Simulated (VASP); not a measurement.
Here is the system:

```
CoSn
1.0
    2.60835    -4.51779     0.00000
    2.60835     4.51779     0.00000
    0.00000     0.00000     4.16499
Co Sn
3 3
Direct
  0.50000   0.00000   0.00000
  0.50000   0.50000   0.00000
  0.00000   0.50000   0.00000
  0.00000   0.00000   0.00000
  0.33333   0.66667   0.50000
  0.66667   0.33333   0.50000
```

The numbers are results of PBEsol GGA, VASP's PBE PAW potentials (set 64) (plane waves; VASP), not measurements. Numerical set-up: 400 eV cut-off, 8×8×8 Γ-centred mesh, tetrahedra with Blöchl corrections, potentials Co Sn_d.

Unless said otherwise, spin-orbit coupling is left out, though it shifts the bands of the heavy elements here.

Task: Predict the energy per atom (σ→0), band gap (on the k-mesh) with the smallest direct gap where there is one.

Result: 
- band gap (on the k-mesh): none (metal, semimetal or under 0.01 eV)
- energy per atom (σ→0): -6.162 eV/atom

Only differences to runs with the same potentials and settings are physical.

The compound is CoSn in the sg191 structure. It was relaxed first. The run is not spin-polarised, so no magnetic state was tried. The electron count is odd and the run is not spin-polarised, which forces a metal.
